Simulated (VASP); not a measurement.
# B2C in VASP: a series of runs, part 2 of 2

VASP 6.6.1. Earlier steps stand in the parts before.

## Step 3: Relaxation of cell and atoms, PBE

This run uses another cell than the first one, of 9.26 Å³/atom, 1.143 times its volume.

File INCAR:

```
SYSTEM = B2C
PREC = Normal ; ENCUT = 520
EDIFF = 1E-4 ; ISMEAR = 0
SIGMA = 0.15 ; LREAL = .False.
LASPH = .True. ; NELM = 60
ALGO = Fast ; ISIF = 3
LWAVE = .False. ; LCHARG = .False.
GGA = PE ; IBRION = 2
NSW = 24 ; EDIFFG = -0.08
```

File KPOINTS:

```
Automatic mesh
0
Gamma
  4 4 6
  0 0 0
```

File POSCAR:

```
B2C
1.0
    2.2750000000     -3.9400000000      0.0000000000
    2.2750000000      3.9400000000      0.0000000000
    0.0000000000      0.0000000000      3.1000000000
B C
4 2
Direct
    0.3334000000      0.0000000000      0.0000000000
    0.6666000000      0.0000000000      0.0000000000
    0.0000000000      0.6666000000      0.0000000000
    0.0000000000      0.3334000000      0.0000000000
    0.6667000000      0.6667000000      0.0000000000
    0.3333000000      0.3333000000      0.0000000000
```

Potentials or basis: VASP PAW PBE potentials, release 64 (B, C).

The run is started by

```sh
cat potpaw_PBE.64/B/POTCAR potpaw_PBE.64/C/POTCAR > POTCAR
mpirun -np 1 vasp_std > vasp.out
```

Run time: 76 s. Hardware: 1 thread of Intel Xeon Platinum 8488C (Sapphire Rapids), shared host; peak memory 0.14 GiB.

It converged, with:

| Property | Result |
| --- | --- |
| Free energy | -40.6417 eV |
| Relaxed volume | 9.43 Å³/atom |
| Relaxed cell | a = 4.874 Å, b = 4.874 Å, c = 2.821 Å, α = 90.00°, β = 90.00°, γ = 122.45° |
| Space group after relaxing (to 0.05 Å) | Cmmm (No. 65) |
| Energy gained by relaxing | 340.7 meV/atom |
| Ionic steps | 22 |
| Pressure after relaxing | -0.1 GPa |
| Largest force after relaxing | 0.049 eV/Å |
| Band gap on the k mesh | none (metal or under the smearing width) |

Forces on the atoms (eV/Å):
```
B   -0.030 -0.006  0.000
B    0.030  0.006  0.000
B    0.030 -0.006  0.000
B   -0.030  0.006  0.000
C   -0.049  0.000  0.000
C    0.049  0.000  0.000
```

Stress tensor (GPa, compression positive):
```
-0.10  0.00  0.00
 0.00 -0.25  0.00
 0.00  0.00  0.08
```

The path:
| step | energy change (eV) | largest force (eV/Å) | pressure (GPa) | volume (Å³) |
| --- | --- | --- | --- | --- |
| 1 | 0.0000 | 3.7371 | 27.74 | 55.57 |
| 2 | -0.8723 | 2.0018 | -16.77 | 69.16 |
| 3 | -1.7672 | 0.4447 | -4.30 | 62.79 |
| 4 | -1.7702 | 0.5215 | -3.51 | 62.52 |
| 5 | -1.7702 | 0.5747 | -3.08 | 62.38 |
| 6 | -1.7910 | 1.5795 | 1.07 | 60.92 |
| 7 | -1.8031 | 0.6982 | -0.57 | 61.45 |
| 8 | -1.8570 | 0.7776 | -0.02 | 60.52 |
| 9 | -1.9268 | 0.5519 | 1.22 | 58.83 |
| 10 | -1.8351 | 1.3877 | 6.71 | 55.48 |
| 11 | -1.9397 | 0.5521 | 1.83 | 58.21 |
| 12 | -1.9434 | 0.5400 | 3.15 | 57.33 |
| 13 | -1.9590 | 0.5619 | 3.03 | 57.07 |
| 14 | -1.9683 | 0.6822 | 2.81 | 56.53 |
| 15 | -1.9909 | 0.5413 | 1.89 | 56.65 |
| 16 | -2.0258 | 0.2524 | -0.54 | 57.00 |
| 17 | -2.0275 | 0.3512 | -1.13 | 57.09 |
| 18 | -2.0318 | 0.2680 | -1.05 | 57.02 |
| 19 | -2.0407 | 0.1513 | -0.75 | 56.82 |
| 20 | -2.0389 | 0.4356 | 0.03 | 56.42 |
| 21 | -2.0432 | 0.1709 | -0.41 | 56.65 |
| 22 | -2.0444 | 0.0488 | -0.09 | 56.57 |

Final structure:
```yaml
crystal:
  lattice:
    - [2.34640, -4.27227, 0.00000]
    - [2.34640, 4.27227, 0.00000]
    - [0.00000, 0.00000, 2.82140]
  atoms:
    - { symbol: B, position: [0.35565, 0.03842, 0.00000] }
    - { symbol: B, position: [0.64435, 0.96158, 0.00000] }
    - { symbol: B, position: [0.96158, 0.64435, 0.00000] }
    - { symbol: B, position: [0.03842, 0.35565, 0.00000] }
    - { symbol: C, position: [0.65496, 0.65496, 0.00000] }
    - { symbol: C, position: [0.34504, 0.34504, 0.00000] }
```

Levels at points of the mesh, in eV from the Fermi level:
| k point | band 6 | band 7 | band 8 | band 9 | band 10 | band 11 | band 12 | band 13 | band 14 |
| --- | --- | --- | --- | --- | --- | --- | --- | --- | --- |
| (0.00, 0.00, 0.00) | -6.00 | -4.94 | -0.78 | -0.69 | 1.61 | 4.01 | 5.17 | 6.20 | 7.10 |
| (0.50, 0.00, 0.00) | -4.47 | -3.11 | -1.26 | -0.59 | -0.14 | 2.17 | 4.69 | 6.67 | 7.57 |
| (0.50, 0.50, 0.00) | -3.72 | -3.63 | -2.41 | -0.43 | -0.24 | 3.12 | 3.13 | 5.82 | 8.45 |
| (0.00, 0.00, 0.50) | -5.19 | -4.42 | -3.50 | -0.23 | -0.20 | -0.02 | 0.82 | 1.38 | 2.32 |
| (0.50, 0.00, 0.50) | -3.83 | -3.59 | -3.53 | -2.38 | -1.12 | -0.26 | 0.31 | 1.20 | 6.08 |
| (0.50, 0.50, 0.50) | -3.39 | -3.37 | -2.79 | -2.43 | -1.64 | -1.56 | 0.53 | 2.57 | 5.54 |

Caveat: the k mesh is coarse (spacing up to 0.40 Å⁻¹), so the values aren't converged; this functional lacks dispersion, which binds the layers, so the pressure and a relaxed spacing across them are unreliable; the relaxation stopped at a loose force limit of 0.08 eV/Å, so its end isn't a converged minimum.

## Step 4: Relaxation of cell and atoms, PBE

This run uses another cell than the first one, of 8.24 Å³/atom, 1.017 times its volume.

INCAR is that of step 3.

File KPOINTS:

```
Automatic mesh
0
Gamma
  6 6 4
  0 0 0
```

File POSCAR:

```
B2C
1.0
    3.5627477200      0.0000000000      0.0000000000
   -1.7813738600      3.0854300400      0.0000000000
    0.0000000000      0.0000000000      4.4974028800
B C
4 2
Direct
    0.6666666700      0.3333333300      0.2500000000
    0.3333333300      0.6666666700      0.7500000000
    0.0000000000      0.0000000000      0.0000000000
    0.0000000000      0.0000000000      0.5000000000
    0.6666666700      0.3333333300      0.7500000000
    0.3333333300      0.6666666700      0.2500000000
```

The run is started by

```sh
cat potpaw_PBE.64/B/POTCAR potpaw_PBE.64/C/POTCAR > POTCAR
mpirun -np 1 vasp_std > vasp.out
```

It took 65 s on 1 thread of Intel Xeon Platinum 8488C (Sapphire Rapids), shared host; peak memory 0.13 GiB.

Results (log left out):

- Free energy: -37.1301 eV
- Relaxed volume: 8.92 Å³/atom
- Relaxed cell: a = 4.566 Å, b = 4.566 Å, c = 2.964 Å, α = 90.00°, β = 90.00°, γ = 120.00°
- Space group after relaxing (to 0.05 Å): P6_3/mmc (No. 194)
- Energy gained by relaxing: 1290.6 meV/atom
- Ionic steps: 24
- Pressure after relaxing: 0.0 GPa

Stress tensor (GPa, compression positive):
```
 0.39  0.00  0.00
 0.00  0.39  0.00
 0.00  0.00 -0.70
```

Step by step:
```
step  energy change (eV)  largest force (eV/Å)  pressure (GPa)  volume (Å³)
   1              0.0000                0.0000          -35.77        49.44
   2             -1.6772                0.0000           -0.34        37.41
   3             -1.6775                0.0000            0.08        37.31
   4             -1.8184                0.0000            0.35        36.95
   5             -2.0464                0.0000            4.31        36.44
   6             -2.9148                0.0000           15.33        35.26
   7             -3.1010                0.0000           97.77        32.18
   8             -3.4371                0.0000           44.82        33.86
   9             -3.4873                0.0000           70.00        32.92
  10             -3.4937                0.0000           70.63        32.92
  11             -3.5089                0.0000           72.42        32.91
  12             -3.5245                0.0000           76.20        32.89
  13             -3.4820                0.0000           86.83        32.85
  14             -3.5256                0.0000           78.01        32.89
  15             -3.5543                0.0000           77.60        32.95
  16             -3.6390                0.0000           75.76        33.12
  17             -3.8038                0.0000           72.52        33.47
  18             -4.1145                0.0000           66.32        34.17
  19             -4.6785                0.0000           56.04        35.60
  20             -5.6550                0.0000           39.58        38.54
  21             -7.0865                0.0000           16.20        44.75
  22             -7.6205                0.0000           -4.53        58.49
  23             -7.7401                0.0000           -1.10        54.50
  24             -7.7434                0.0000            0.03        53.53
```

Final structure:
```xyz
6
Lattice="4.5665 0.0000 0.0000 -2.2832 3.9547 0.0000 0.0000 0.0000 2.9642" Properties=species:S:1:pos:R:3 pbc="T T T"
B     2.2832    1.3182    0.7410
B     0.0000    2.6364    2.2231
B     0.0000    0.0000    0.0000
B     0.0000    0.0000    1.4821
C     2.2832    1.3182    2.2231
C     0.0000    2.6364    0.7410
```

Levels at points of the mesh, in eV from the Fermi level:
| k point | band 8 | band 9 | band 10 | band 11 | band 12 | band 13 |
| --- | --- | --- | --- | --- | --- | --- |
| (0.00, 0.00, 0.00) | -4.80 | -4.80 | -4.16 | 2.00 | 2.00 | 4.68 |
| (0.50, 0.00, 0.00) | -2.77 | -2.61 | -0.86 | 0.14 | 0.21 | 4.64 |
| (0.00, 0.00, 0.50) | -1.64 | -1.64 | -1.64 | -0.39 | -0.39 | -0.39 |
| (0.50, 0.00, 0.50) | -2.99 | 0.06 | 0.06 | 1.32 | 1.32 | 2.84 |

Caveat: the bands computed are all filled at some k points, so no gap is given; the relaxation stopped at a loose force limit of 0.08 eV/Å, so its end isn't a converged minimum.

## Step 5: Summary

```csv
k mesh,mesh quality,gap on the mesh (eV),pressure (GPa),relaxed volume (Å³/atom)
8 × 8 × 8,coarse,none,0.0,7.35
4 × 4 × 6,coarse,none,-0.1,9.43
6 × 6 × 4,not flagged,-,0.0,8.92
```

Alike in all rows: task relaxation of cell and atoms; level PBE; potentials or basis VASP PAW PBE potentials, release 64 (B, C); no spin polarisation; cell relaxed; cutoff (eV) 520; smearing gaussian 0.15 eV.

Caveats: some runs use coarse meshes; the relaxation stopped at a loose force limit of 0.08 eV/Å, so its end isn't a converged minimum; this functional lacks dispersion, which binds the layers, so the pressure and a relaxed spacing across them are unreliable (some runs); the bands computed are all filled at some k points, so no gap is given (some runs).

Total energies depend on the potentials used, so only differences within one code and one set of settings carry meaning.
